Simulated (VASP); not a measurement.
# Nb3B5 (P6/mmm) in VASP: a series of runs, part 2 of 2

VASP 6.6.1. Earlier steps stand in the parts before.

### 3 Relaxation of cell and atoms, PBE

This run uses another cell than the first one, of 12.61 Å³/atom, 1.029 times its volume.

INCAR

```
ALGO = Fast ; EDIFF = 1E-4
EDIFFG = -0.08 ; ENCUT = 520
GGA = PE ; IBRION = 2
ISIF = 3 ; ISMEAR = 0
LASPH = T ; LCHARG = F
LREAL = F ; LWAVE = F
NELM = 60 ; NSW = 24
PREC = Normal ; SIGMA = 0.15
```

KPOINTS

```
k-points
0
Gamma
  4 4 3
```

POSCAR

```
Nb3B5
1.0
    4.2918002700      0.0000000000      0.0000000000
    0.0000000000      4.2918002700      0.0000000000
    0.0000000000      0.0000000000      5.4783443000
Nb B
3 5
Direct
    0.0000000000      0.5000000000      0.0000000000
    0.5000000000      0.0000000000      0.0000000000
    0.0000000000      0.0000000000      0.0000000000
    0.2888546600      0.0000000000      0.5000000000
    0.7111453400      0.0000000000      0.5000000000
    0.0000000000      0.2888546600      0.5000000000
    0.0000000000      0.7111453400      0.5000000000
    0.0000000000      0.0000000000      0.5000000000
```

Potentials or basis: VASP PAW PBE potentials, release 64 (Nb_sv, B).

On the command line:

```bash
> cat potpaw_PBE.64/Nb_sv/POTCAR potpaw_PBE.64/B/POTCAR > POTCAR
> mpirun -np 1 vasp_std > vasp.out
```

Run time: 6.8 min. Hardware: 1 thread of Intel Xeon 6975P-C (Granite Rapids), shared host; peak memory 0.18 GiB.

Results (log left out):

- Free energy: -57.4759 eV
- Relaxed volume: 14.52 Å³/atom
- Relaxed cell: a = 5.124 Å, b = 5.124 Å, c = 4.423 Å, α = 90.00°, β = 90.00°, γ = 90.00°
- Space group after relaxing (to 0.05 Å): P4/mmm (No. 123)
- Energy gained by relaxing: 1892.2 meV/atom
- Ionic steps: 18
- Pressure after relaxing: -0.5 GPa
- Largest force after relaxing: 0.007 eV/Å
- Band gap on the k mesh: none (metal or under the smearing width)

Forces in eV/Å, atoms in the order of the input:
```
Nb   0.000  0.000  0.000
Nb   0.000  0.000  0.000
Nb   0.000  0.000  0.000
B   -0.007  0.000  0.000
B    0.007  0.000  0.000
B    0.000 -0.007  0.000
B    0.000  0.007  0.000
B    0.000  0.000  0.000
```

Stress tensor (GPa, compression positive):
```
-0.51  0.00  0.00
 0.00 -0.51  0.00
 0.00  0.00 -0.38
```

The path:
```
step  energy change (eV)  largest force (eV/Å)  pressure (GPa)  volume (Å³)
   1              0.0000               18.9448           65.51       100.91
   2          11617.9955           278699.2645         3387.14       188.33
   3           1108.9840             1104.7812           37.63       569.86
   4            822.7731              773.9620           16.16       557.86
   5            440.3508              375.6832           -6.20       528.91
   6             23.1977                3.5843          -33.64       342.26
   7             19.6572                2.5949          -32.34       331.97
   8              3.5087                1.3059          -27.60       258.65
   9             -0.3418                0.5971          -25.79       222.34
  10             -2.9720                0.7470          -26.89       205.04
  11             -4.5515                1.1011          -26.95       196.61
  12             -5.3447                1.0223          -26.98       192.45
  13            -12.6537                4.5454           36.72        99.47
  14            -14.9064                1.5927           -2.14       120.35
  15            -14.9082                1.7162           -0.76       119.13
  16            -15.0767                0.9241            0.80       114.91
  17            -15.1207                0.1585            0.01       116.28
  18            -15.1380                0.0071           -0.47       116.13
```

Final structure:
```
CELL_PARAMETERS angstrom
5.12402 0.00000 0.00000
0.00000 5.12402 0.00000
0.00000 0.00000 4.42312
ATOMIC_POSITIONS crystal
Nb 0.00000 0.50000 0.00000
Nb 0.50000 0.00000 0.00000
Nb 0.00000 0.00000 0.00000
B 0.66037 0.00000 0.50000
B 0.33963 0.00000 0.50000
B 0.00000 0.66037 0.50000
B 0.00000 0.33963 0.50000
B 0.00000 0.00000 0.50000
```

Levels at points of the mesh, in eV from the Fermi level:
```csv
k point,band 22,band 23,band 24,band 25,band 26,band 27,band 28,band 29,band 30,band 31
"(0.00, 0.00, 0.00)",-3.21,-2.98,-1.03,0.32,0.32,0.97,0.97,1.83,3.09,3.70
"(0.50, 0.00, 0.00)",-2.59,-1.15,-0.81,-0.35,-0.30,0.11,0.73,0.97,1.12,1.46
"(0.50, 0.50, 0.00)",-0.90,-0.72,-0.72,-0.66,-0.34,-0.08,0.54,1.03,1.03,1.52
```

Caveat: the k mesh is coarse (spacing up to 0.38 Å⁻¹), so the values aren't converged; the volume moved by over 15 % at a fixed basis, so the end points are rough; the relaxation stopped at a loose force limit of 0.08 eV/Å, so its end isn't a converged minimum.

### 4 Relaxation of cell and atoms, PBE

This run uses another cell than the first one, of 12.80 Å³/atom, 1.044 times its volume.

INCAR is that of step 3.

KPOINTS

```
k-points
0
Gamma
  4 4 4
```

POSCAR

```
Nb3B5
1.0
    4.7933059000      0.0000000000      0.0000000000
   -2.3966529500      4.1511246800      0.0000000000
    0.0000000000      0.0000000000      5.1445995500
Nb B
3 5
Direct
    0.5000000000      0.0000000000      0.5000000000
    0.0000000000      0.5000000000      0.5000000000
    0.5000000000      0.5000000000      0.5000000000
    0.5000000000      0.0000000000      0.0000000000
    0.0000000000      0.5000000000      0.0000000000
    0.5000000000      0.5000000000      0.0000000000
    0.0000000000      0.0000000000      0.6890446400
    0.0000000000      0.0000000000      0.3109553600
```

Potentials or basis: VASP PAW PBE potentials, release 64 (Nb_sv, B).

On the command line:

```bash
> cat potpaw_PBE.64/Nb_sv/POTCAR potpaw_PBE.64/B/POTCAR > POTCAR
> mpirun -np 1 vasp_std > vasp.out
```

OUTCAR:

```text
EDIFF = 1E-4
   EDIFFG = -0.08
   ENCUT = 520
   GGA = PE
   IBRION = 2
   ISIF = 3
   ISMEAR = 0
   LASPH = T
   LREAL = F
   NELM = 60
   NSW = 24
   PREC = Normal

 ion  position               nearest neighbor table
   1  0.500  0.000  0.500-   2 2.40   3 2.40   3 2.40   2 2.40   4 2.57   4 2.57   8 2.59   7 2.59
                             8 2.59   7 2.59
   2  0.000  0.500  0.500-   3 2.40   3 2.40   1 2.40   1 2.40   5 2.57   5 2.57   7 2.59   8 2.59
                             8 2.59   7 2.59
   3  0.500  0.500  0.500-   2 2.40   2 2.40   1 2.40   1 2.40   6 2.57   6 2.57   8 2.59   7 2.59
                             7 2.59   8 2.59
   4  0.500  0.000  0.000-   1 2.57   1 2.57
   5  0.000  0.500  0.000-   2 2.57   2 2.57
   6  0.500  0.500  0.000-   3 2.57   3 2.57
   7  0.000  0.000  0.689-   8 1.95   1 2.59   1 2.59   2 2.59   2 2.59   3 2.59   3 2.59
   8  0.000  0.000  0.311-   7 1.95   1 2.59   1 2.59   2 2.59   2 2.59   3 2.59   3 2.59

  LATTYP: Found a hexagonal cell.
 ALAT       =     4.7933059000
 C/A-ratio  =     1.0732883854

  Lattice vectors:

 A1 = (   4.7933059000,   0.0000000000,   0.0000000000)
 A2 = (  -2.3966529500,   4.1511246800,   0.0000000000)
 A3 = (   0.0000000000,   0.0000000000,   5.1445995500)

Analysis of symmetry for initial positions (statically):
=====================================================================
 Subroutine PRICEL returns:
 Original cell was already a primitive cell.

 Routine SETGRP: Setting up the symmetry group for a
 hexagonal supercell.

 Subroutine GETGRP returns: Found 24 space group operations
 (whereof 24 operations were pure point group operations)
 out of a pool of 24 trial point group operations.

The static configuration has the point symmetry D_6h.

Analysis of symmetry for dynamics (positions and initial velocities):
=====================================================================
 Subroutine PRICEL returns:
 Original cell was already a primitive cell.

 Routine SETGRP: Setting up the symmetry group for a
 hexagonal supercell.

 Subroutine GETGRP returns: Found 24 space group operations
[... 114 lines left out ...]
   NUPDOWN=      -1.0000    fix difference up-down
   EMIN   =  10.00;   EMAX   =-10.00  energy-range for DOS
   EFERMI =   0.00;   METHOD = LEGACY
   ISMEAR =     0;   SIGMA  =   0.15  broadening in eV -4-tet -1-fermi 0-gaus
   EFERMI_NEDOS =   21; number of points for ismear=-14 and -15
   IALGO  =     68    algorithm
   IMIX   =      4    mixing-type and parameters
     AMIX     =   0.40;   BMIX     =  1.00
     AMIX_MAG =   1.60;   BMIX_MAG =  1.00
  volume/ion in A,a.u.               =      12.80        86.35
  Fermi-wavevector in a.u.,A,eV,Ry     =   1.322783  2.499697 23.806858  1.749755
  Thomas-Fermi vector in A             =   2.452439
   LORBIT       =      0    0 simple, 1 ext, 2 COOP (PROOUT), +10 PAW based schemes
   GGA     = PE    functional components
   LHFCALC =     F    Hartree Fock is set to
   AEXX    =    0.0000 exact exchange contribution
   IVDW    =     0    specifies the selected vdW correction
   LEPSILON=     F    determine dielectric tensor
   LRPA    =     F    only Hartree local field effects (RPA)
 conjugate gradient relaxation of ions
 non-spin polarized calculation
 RMM-DIIS sequential band-by-band and
 Gauss-broadening in eV      SIGMA  =   0.15
  energy-cutoff  :      520.00
  volume of cell :      102.37
 maximum number of plane-waves:      2785
   NGX = 17   NGY = 17   NGZ = 19

--------------------------------------- Ionic step        1  -------------------------------------------

 number of electron      54.0000008 magnetization

 Free energy of the ion-electron system (eV)
  ---------------------------------------------------
  ext. energy  EPLUGINS =         0.00000000
  ---------------------------------------------------
  free energy    TOTEN  =       -50.48067634 eV

  energy without entropy =      -50.42869005  energy(sigma->0) =      -50.45468319

------------------------ aborting loop because EDIFF is reached ----------------------------------------

  FORCE on cell =-STRESS in cart. coord.  units (eV):
  Direction    XX          YY          ZZ          XY          YZ          ZX
  --------------------------------------------------------------------------------------
  -------------------------------------------------------------------------------------
  Total       10.5662164     10.5662164    -18.2303214      0.0000000      0.0000000     -0.0000000
  in kB      165.3779418    165.3779420   -285.3332672      0.0000000      0.0000000     -0.0000000
  external PRESSURE =      15.1408722 kB  Pullay stress =       0.0000000 kB
[... 281 lines left out ...]
--------------------------------------- Ionic step        8  -------------------------------------------

 number of electron      54.0000014 magnetization

 Free energy of the ion-electron system (eV)
  ---------------------------------------------------
  ext. energy  EPLUGINS =         0.00000000
  ---------------------------------------------------
  free energy    TOTEN  =       -53.00586933 eV

  energy without entropy =      -52.94290959  energy(sigma->0) =      -52.97438946

 E-fermi :   7.9089     XC(G=0): -11.6033

 val. band max:        7.8288200278   @ k =   0.5000  -0.0000   0.0000
 cond. band min:       7.9352478806   @ k =   0.2500   0.2500   0.2500
 fundamental gap:      0.1064278528
 Fermi energy:         7.9089063930

 k-point     1 :       0.0000    0.0000    0.0000
  band No.  band energies     occupation
      1     -47.0131      2.00000
      2     -46.5074      2.00000
      3     -46.5074      2.00000
      4     -24.6679      2.00000
      5     -23.5851      2.00000
      6     -23.5851      2.00000
[... 444 lines left out ...]
  FREE ENERGIE OF THE ION-ELECTRON SYSTEM (eV)
  ---------------------------------------------------
  free  energy   TOTEN  =       -53.0058693325 eV

  energy  without entropy=      -52.9429095874  energy(sigma->0) =      -52.97438946

 reached required accuracy - stopping structural energy minimisation
```

CONTCAR:

```text
Nb3B5
   1.00000000000000
     5.1326633858824078   -0.0000000000000000   -0.0000000000000000
    -2.5663316929412039    4.4450168842718982    0.0000000000000000
    -0.0000000000000000    0.0000000000000000    4.5283499167438226
  Nb              B
     3     5
Direct
     0.5000000000000000    0.0000000000000000    0.5000000000000000
     0.0000000000000000    0.5000000000000000    0.5000000000000000
     0.5000000000000000    0.5000000000000000    0.5000000000000000
     0.5000000000000000    0.0000000000000000    0.0000000000000000
     0.0000000000000000    0.5000000000000000    0.0000000000000000
     0.5000000000000000    0.5000000000000000    0.0000000000000000
     0.0000000000000000    0.0000000000000000    0.6857393321004560
     0.0000000000000000    0.0000000000000000    0.3142606678995438

  0.00000000E+00  0.00000000E+00  0.00000000E+00
  0.00000000E+00  0.00000000E+00  0.00000000E+00
  0.00000000E+00  0.00000000E+00  0.00000000E+00
  0.00000000E+00  0.00000000E+00  0.00000000E+00
  0.00000000E+00  0.00000000E+00  0.00000000E+00
  0.00000000E+00  0.00000000E+00  0.00000000E+00
  0.00000000E+00  0.00000000E+00  0.00000000E+00
  0.00000000E+00  0.00000000E+00  0.00000000E+00
```

It took 83 s on 1 thread of Intel Xeon 6975P-C (Granite Rapids), shared host; peak memory 0.17 GiB.

Results:

| Item | Value |
| --- | --- |
| Free energy | -53.0059 eV |
| Relaxed volume | 12.91 Å³/atom |
| Relaxed cell | a = 5.133 Å, b = 5.133 Å, c = 4.528 Å, α = 90.00°, β = 90.00°, γ = 120.00° |
| Space group after relaxing (to 0.05 Å) | P6/mmm (No. 191) |
| Energy gained by relaxing | 315.6 meV/atom |
| Ionic steps | 8 |
| Pressure after relaxing | 0.0 GPa |
| Largest force after relaxing | 0.032 eV/Å |
| Band gap on the k mesh | none (metal or under the smearing width) |

Forces on the atoms (eV/Å):
```
Nb   0.000  0.000  0.000
Nb   0.000  0.000  0.000
Nb   0.000  0.000  0.000
B    0.000  0.000  0.000
B    0.000  0.000  0.000
B    0.000  0.000  0.000
B    0.000  0.000 -0.032
B    0.000  0.000  0.032
```

Step by step:
```csv
step,energy change (eV),largest force (eV/Å),pressure (GPa),volume (Å³)
1,0.0000,1.5806,1.51,102.37
2,-2.4544,1.2057,1.47,103.09
3,-2.4550,1.2542,1.51,103.09
4,-2.5120,0.2558,-2.33,104.96
5,-2.5186,0.0757,-1.36,104.45
6,-2.5235,0.1064,0.56,103.04
7,-2.5247,0.0946,0.02,103.47
8,-2.5252,0.0319,0.01,103.31
```

Final structure:
```cif
data_structure
_symmetry_space_group_name_H-M 'P 1'
_symmetry_Int_Tables_number 1
_cell_length_a 5.1327
_cell_length_b 5.1327
_cell_length_c 4.5283
_cell_angle_alpha 90.000
_cell_angle_beta 90.000
_cell_angle_gamma 120.000
_cell_volume 103.31
loop_
_atom_site_label
_atom_site_type_symbol
_atom_site_fract_x
_atom_site_fract_y
_atom_site_fract_z
_atom_site_occupancy
Nb1 Nb 0.50000 0.00000 0.50000 1
Nb2 Nb 0.00000 0.50000 0.50000 1
Nb3 Nb 0.50000 0.50000 0.50000 1
B1 B 0.50000 0.00000 0.00000 1
B2 B 0.00000 0.50000 0.00000 1
B3 B 0.50000 0.50000 0.00000 1
B4 B 0.00000 0.00000 0.68574 1
B5 B 0.00000 0.00000 0.31426 1
```

Levels at points of the mesh, in eV from the Fermi level:
```tsv
k point	band 24	band 25	band 26	band 27	band 28	band 29	band 30	band 31
(0.00, 0.00, 0.00)	-2.72	-2.12	-2.12	-0.97	1.01	1.33	1.33	2.01
(0.50, 0.00, 0.00)	-1.17	-0.62	-0.49	-0.08	0.97	1.04	1.47	2.25
(0.00, 0.00, 0.50)	-2.72	-2.09	-2.09	-1.48	-1.48	1.14	2.00	2.90
(0.50, 0.00, 0.50)	-1.11	-0.69	-0.52	-0.43	-0.39	0.28	0.35	1.08
```

Caveat: the k mesh is coarse (spacing up to 0.38 Å⁻¹), so the values aren't converged; the relaxation stopped at a loose force limit of 0.08 eV/Å, so its end isn't a converged minimum.

### 5 Summary

```tsv
k mesh	mesh quality	gap on the mesh (eV)	pressure (GPa)	relaxed volume (Å³/atom)	largest force (eV/Å)
4 × 4 × 4	not flagged	none	0.2	30.45	0.07
4 × 4 × 3	coarse	none	-0.5	14.52	0.01
4 × 4 × 4	coarse	none	0.0	12.91	0.03
```

Alike in all rows: task relaxation of cell and atoms; level PBE; potentials or basis VASP PAW PBE potentials, release 64 (Nb_sv, B); no spin polarisation; cell relaxed; cutoff (eV) 520; smearing gaussian 0.15 eV.

Caveats: some runs use coarse meshes; the relaxation stopped at a loose force limit of 0.08 eV/Å, so its end isn't a converged minimum; the volume moved by over 15 % at a fixed basis, so the end points are rough (some runs).

Absolute energies hang on the potentials; compare differences alone.
